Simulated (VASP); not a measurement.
An input for Quantum ESPRESSO's pw.x (written as the equivalent of a VASP run, and not itself run):

```
&CONTROL
  calculation = 'vc-relax'
  pseudo_dir = './pseudo'
  outdir = './out'
  tprnfor = .true.
  tstress = .true.
  nstep = 60
  forc_conv_thr = 0.00078
/
&SYSTEM
  ibrav = 0
  nat = 3
  ntyp = 2
  ecutwfc = 92
  occupations = 'smearing'
  smearing = 'methfessel-paxton'
  degauss = 0.00735
  input_dft = 'pbesol'
/
&ELECTRONS
  conv_thr = 7.3e-08
  electron_maxstep = 100
/
&IONS
/
&CELL
/
ATOMIC_SPECIES
  O 15.999 O.upf
  Cu 63.546 Cu.upf
CELL_PARAMETERS angstrom
     2.8016743    0.0000000    0.0000000
    -1.4008372    2.4263210    0.0000000
     0.0000000    0.0000000    4.4328643
ATOMIC_POSITIONS crystal
  O    0.0000000  0.0000000  0.0000000
  Cu   0.3333330  0.6666670  0.2918610
  Cu   0.6666670  0.3333330  0.7081390
K_POINTS automatic
  11 11 6 0 0 0
```

Task: Translate this input to VASP (INCAR, KPOINTS, POSCAR, choice of POTCAR).

Result: This is not unique; one that fits is 
File KPOINTS:
```
kpoints
0
G
  11 11 6
```

**INCAR**
```
ALGO = Normal
EDIFF = 1E-6
EDIFFG = -0.02
ENCUT = 520
GGA = PS
IBRION = 2
ISIF = 3
ISMEAR = 1
LASPH = T
LCHARG = F
LMAXMIX = 4
LREAL = F
LWAVE = F
NELM = 100
NSW = 60
PREC = Accurate
SIGMA = 0.1
SYSTEM = Cu2O
```

### POSCAR
```
Cu2O
1
    2.8016743179     0.0000000000     0.0000000000
   -1.4008371590     2.4263210338     0.0000000000
    0.0000000000     0.0000000000     4.4328643161
O Cu
1 2
Direct
  0.0000000000   0.0000000000   0.0000000000
  0.3333330000   0.6666670000   0.2918609587
  0.6666670000   0.3333330000   0.7081390413
```

POTCAR, in this order: O Cu (PBE.64 set). Program: vasp_std.

What does not carry over: the potentials are each code's own (VASP's PAW set, PseudoDojo norm-conserving files in pw.x), so ENCUT and ecutwfc are chosen apart and not converted; conv_thr bounds pw.x's estimated SCF error, while EDIFF bounds the energy change between steps; forc_conv_thr acts on force components and is met together with etot_conv_thr.

The structure was generated: Cu2O was put into the CdI2 type (P-3m1), which need not be its known phase. This run relaxes it. Symmetry was kept, so distortions that lower it aren't found. The start is the result of an earlier pass.
